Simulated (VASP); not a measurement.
Data:

```
GaSb
1.0
    0.00000     3.05442     3.05442
    3.05442     0.00000     3.05442
    3.05442     3.05442     0.00000
Ga Sb
1 1
Cartesian
 -0.15000   0.00000   0.00000
  1.52721   1.52721   1.52721
```

Level of theory: PBEsol GGA, VASP's PBE PAW potentials (set 64) (plane waves; VASP). Numerical set-up: 480 eV cut-off, 10×10×10 Γ-centred mesh, first-order Methfessel-Paxton smearing of 0.10 eV, potentials Ga_d Sb.

**Question.** Which forces act on the atoms, in eV/Å?

**Answer.** 
```
atom      Fx     Fy     Fz
----  ------  -----  -----
Ga1    1.167  0.000  0.000
Sb2   -1.167  0.000  0.000
```

**Question.** Give the stress tensor in GPa (positive for a compressed cell).

**Answer.** 
```
 0.29   0.00   0.00
 0.00   0.82  -3.14
 0.00  -3.14   0.82
```
The pressure is its mean diagonal, 0.64 GPa.

The compound is GaSb in the zinc blende structure. This cell was strained or had an atom moved on purpose.
